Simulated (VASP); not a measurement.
# SnO2 (Cassiterite): time-dependent DFT spectra, part 4 of 4

Which functionals bind an exciton in SnO2 (Cassiterite)? The cell is of the rutile type, one of the forms listed for this formula. The start is a cell from a database of measured crystal structures.

VASP 6.6.1, plane waves and PAW; the level of theory is named at each step.

So far, lowest excitation (eV): step 4 (casida equation on LDA, time-dependent LDA, Casida form) 1.18; step 5 (random-phase approximation on LDA, RPA spectrum on LDA) 1.18; step 9 (casida equation on HSE06, time-dependent HSE06, Casida form) 3.01.

## Step 10: Random-phase approximation on HSE06

This step: RPA spectrum on HSE06; plane waves and PAW (Sn_d, O) (VASP 6.6.1).

With the exchange-correlation kernel off, only the local fields remain: the random-phase approximation.

INCAR

```
SYSTEM = SnO2
PREC = Accurate
ENCUT = 420
ISMEAR = 0
SIGMA = 0.01
LREAL = .FALSE.
LHFCALC = .TRUE.
AEXX = 0.25
GGA = PE
HFSCREEN = 0.2
LASPH = .TRUE.
NBANDS = 48
PRECFOCK = Fast
ALGO = TDHF
NBANDSO = 5
NBANDSV = 4
OMEGAMAX = 25
NEDOS = 1000
CSHIFT = 0.1
LWAVE = .FALSE.
LCHARG = .FALSE.
ANTIRES = 0
LFXC = .FALSE.
LADDER = .FALSE.
```

POSCAR

```
SnO2
1.0
    4.7380000000      0.0000000000      0.0000000000
    0.0000000000      4.7380000000      0.0000000000
    0.0000000000      0.0000000000      3.1865000000
Sn O
2 4
Direct
    0.5000000000      0.5000000000      0.5000000000
    0.0000000000      0.0000000000      0.0000000000
    0.8071000000      0.1929000000      0.5000000000
    0.6929000000      0.6929000000      0.0000000000
    0.1929000000      0.8071000000      0.5000000000
    0.3071000000      0.3071000000      0.0000000000
```

KPOINTS

```
Automatic mesh
0
Gamma
4 4 6
0 0 0
```

PAW data sets: Sn_d and O (PBE family, release 64).

Launch:

```console
$ mpirun -np 8 vasp_std
```

What it wrote:

```text
[banner, memory and clock lines left out]
 LDA part: xc-table for (Slater+PW92), standard interpolation
 found WAVECAR, reading the header
 POSCAR, INCAR and KPOINTS ok, starting setup
 FFT: planning ... GRIDC
 FFT: planning ... GRID_SOFT
 FFT: planning ... GRID
 reading WAVECAR
 the WAVECAR file was read successfully
 initial charge from wavefunction
 available memory per node:    123.92 GB, setting MAXMEM to    126898

 Doing            0  frequencies on each core in blocks of            0
 parallelization over k-points
 Using distributed matrix
 Using distributed eigensolver
 allocating two-electron 4 orbital integral table    5    4    5    4
 BSE setting up matrix
 available memory per node:    123.90 GB, setting MAXMEM to    126878
 Calculate matrix elements of the BSE Hamiltonian:
 Workload is divided into blocks of two-electron 4 orbital integrals computed in
  parallel.
 Each block/integral has dimensions  of (   5,   4,   5,   4) orbitals
 Total number of blocks/integrals:                 4656
 Number of spins:                                     1
 Number of kpoints:                                  96
 Spin channel:                                        1
  Number of blocks of unoccupied bands:               1
  Number of blocks of occupied bands:                 1
 Number of rows/columns of blocks:                   96

                                                        Time (sec)
               Integrals                 Ranks       Real         CPU
  [         1 -        768/      4656]     8         0.37        0.00
  [       769 -       1536/      4656]     8         0.73        0.00
  [      1537 -       2304/      4656]     8         1.12        0.00
  [      2305 -       3072/      4656]     8         1.50        0.00
  [      3073 -       3840/      4656]     8         1.88        0.00
  [      3841 -       4608/      4656]     8         2.23        0.00
  [      4609 -       4656/      4656]     8         2.28        0.00

[... 7 parts as in an earlier step ...]
```

Run time: 5.8 s. Hardware: 8 MPI ranks of Intel Xeon 6975P-C (Granite Rapids), shared host; peak memory 2.2 GiB.

Parts of OUTCAR (step 10):

```text
   NELECT =      52.0000    total number of electrons

 E-fermi :   6.3053

[... 9 parts as in an earlier step ...]

[... 1 further part left out ...]
```

Numbers from this step:

```
lowest excitation : 3.061 eV
```

The imaginary dielectric function has structure finer than the step of the table below, so its rows give means over 0.5 eV, whole bins alone (the curve runs from 0 to 25 eV). Peaks (eV: height): xx 7.93: 2.62, 8.46: 2.62, 8.76: 2.52, 9.08: 2.78, 10.84: 1.97, 11.46: 2.67, 11.89: 2.29; zz 7.13: 1.74, 8.71: 2.40, 9.08: 3.09, 9.51: 3.08, 10.09: 4.86, 10.34: 5.18, 11.46: 4.93.

From 5 filled and 4 empty bands alone, without any pair above OMEGAMAX = 25 eV, so strength is missing wherever others contribute; lines are broadened by CSHIFT, which also makes the tail under the first line. The imaginary dielectric function by photon energy; means over each step:

```csv
photon energy (eV),xx,zz
0.5,0.00200,0.00127
1.0,0.00418,0.00258
1.5,0.00693,0.00408
2.0,0.0110,0.00581
2.5,0.0183,0.00791
3.0,0.0395,0.0107
3.5,0.347,0.0148
4.0,0.499,0.0219
4.5,0.133,0.0393
5.0,0.870,0.217
5.5,0.504,0.466
6.0,1.22,0.653
6.5,0.874,0.566
7.0,0.774,1.23
7.5,0.757,1.10
8.0,2.09,0.829
8.5,2.30,1.61
9.0,2.45,2.32
9.5,1.51,2.59
10.0,1.15,4.05
10.5,1.32,3.27
11.0,1.59,2.27
11.5,2.11,3.63
12.0,1.98,2.07
12.5,1.09,0.770
13.0,0.566,0.246
13.5,0.239,0.361
14.0,0.0703,0.0905
14.5,0.0583,0.0367
15.0,0.0225,0.0251
15.5,0.0158,0.0189
16.0,0.0121,0.0149
16.5,0.00977,0.0121
17.0,0.00805,0.0101
17.5,0.00679,0.00853
18.0,0.00578,0.00730
18.5,0.00500,0.00633
19.0,0.00439,0.00554
19.5,0.00386,0.00488
20.0,0.00341,0.00433
20.5,0.00305,0.00386
21.0,0.00274,0.00347
21.5,0.00249,0.00314
22.0,0.00225,0.00284
22.5,0.00205,0.00259
23.0,0.00187,0.00235
23.5,0.00172,0.00216
24.0,0.00156,0.00199
24.5,0.00145,0.00184
```

The lowest excitation lies at 3.061 eV, +6 meV against the direct gap of these orbitals. It is dark; the first state with over 2 % of the strongest strength among the lowest 40 lies at 3.777 eV. No second mesh in this session tests these energies, peaks and heights.

## Step 11: Summary

This step: time-dependent LDA, HSE06; plane waves and PAW (VASP 6.6.1).

This step runs nothing: it gathers the runs above.

Cost is wall time times ranks on a shared host, for this step alone, without the steps before it. Excitations by level:

```csv
level,first excitation (eV),cost (core minutes)
Casida equation on LDA,1.182,0.64
random phases on LDA,1.184,0.53
Casida equation on HSE06,3.013,1.2
random phases on HSE06,3.061,0.77
```

## Step 12: Outcome

| Quantity | Value |
| --- | --- |
| Casida equation on LDA | lowest vertical excitation 1.182 eV; direct gap 1.178 eV |
| RPA on LDA | lowest vertical excitation 1.184 eV; direct gap 1.178 eV |
| Casida equation on HSE06 | lowest vertical excitation 3.013 eV; direct gap 3.055 eV |
| RPA on HSE06 | lowest vertical excitation 3.061 eV; direct gap 3.055 eV |

In words: Time-dependent HSE06 puts the lowest vertical singlet excitation at 3.013 eV, 0.04 eV below the direct gap of 3.055 eV; the states within 10 meV of it carry 0 % of the strength of the strongest such group among the lowest 40 states. The exchange-correlation kernel and the attraction move the centre of weight of eps2 xx over the computed range by -0.78 eV against the run in the random-phase approximation on HSE06. The LDA kernel binds nothing: its lowest excitation, 1.182 eV, sits at the direct gap of 1.178 eV. For the hybrids, on a mesh this coarse most of the distance from the gap can come from the q = 0 term of the exact exchange, which falls with the number of k points, so it doesn't show which functional binds an exciton. These are vertical excitations; an indirect gap can lie lower. The spectra were run on one mesh, so the distance from the gap isn't shown to be converged; coarse meshes tend to overstate it. Direct gaps by functional: 1.178 eV at LDA and 3.055 eV at HSE06. Exact exchange widens them. Only the bands set by NBANDSO and NBANDSV form pairs, and any pair above OMEGAMAX = 25 eV is dropped, so the spectrum is that of this window; the window can cut degenerate bands, and the ratio of directions in the curves is that of the window, not of the crystal. Spin-orbit coupling is left out; with Sn in the cell it can split or shift band edges, by an amount that depends on which atoms form them and isn't tested here. The given cell is kept, although it stands at -3.2 GPa at LDA and ENCUT = 420 eV, which holds the mismatch of the given cell with this functional and any basis-set error. The atoms weren't relaxed and carry forces of up to 0.19 eV/Å at LDA in the first static run, so the numbers belong to the given coordinates, and a relaxation would change them. Not tabulated here, as repeats of values shown or as unfit to read for their mesh, reference level or band range: eps2 curves (empty bands); eps1 curves and static values (Casida equation, empty bands, random phases); line lists of runs without attraction (Casida equation, random phases); gaps (empty bands).

[Lines on the potential files, build, host, timing and source positions are cut from VASP's logs without a mark.]

[Logs are printed without paths, hosts, clocks, repeated set-up lines and the standing remarks that a program may print on its own settings, such as how far it seeks lower states.]

[Hosts, paths, dates, database ids (printed as entryN), source tags and the programs' standing remarks are cut or masked in the printed files.]

[Pressures printed for these runs are not shown converged in the cutoff: they can be off by several GPa and have the wrong sign.]
